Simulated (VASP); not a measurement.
Here is the system:

```xyz
2
Lattice="0.0000 3.2777 3.2777 3.2777 0.0000 3.2777 3.2777 3.2777 0.0000" Properties=species:S:1:pos:R:3 pbc="T T T"
K      0.0000     0.0000     0.0000
Br     3.2777     3.2777     3.2777
```

All values below come from revTPSS meta-GGA, VASP's PBE PAW potentials (set 64) (plane waves; VASP 6.6.1). Settings: 520 eV cut-off, 7×7×7 Γ-centred mesh, Gaussian smearing of 0.050 eV, potentials K_sv Br.

What does the run give for the energy per atom (σ→0), band gap (on the k-mesh) with the smallest direct gap where there is one?

```json
{
  "band gap (on the k-mesh)": "4.89 eV",
  "smallest direct gap (on the k-mesh)": "4.89 eV",
  "energy per atom (σ→0)": "49.3 kJ/mol-atom"
}
```

The absolute energy has meaning only against runs of the same code, potentials and settings.

The compound is KBr in the rock salt structure. This cell is one point of a volume scan, at 0.94 of the reference volume.
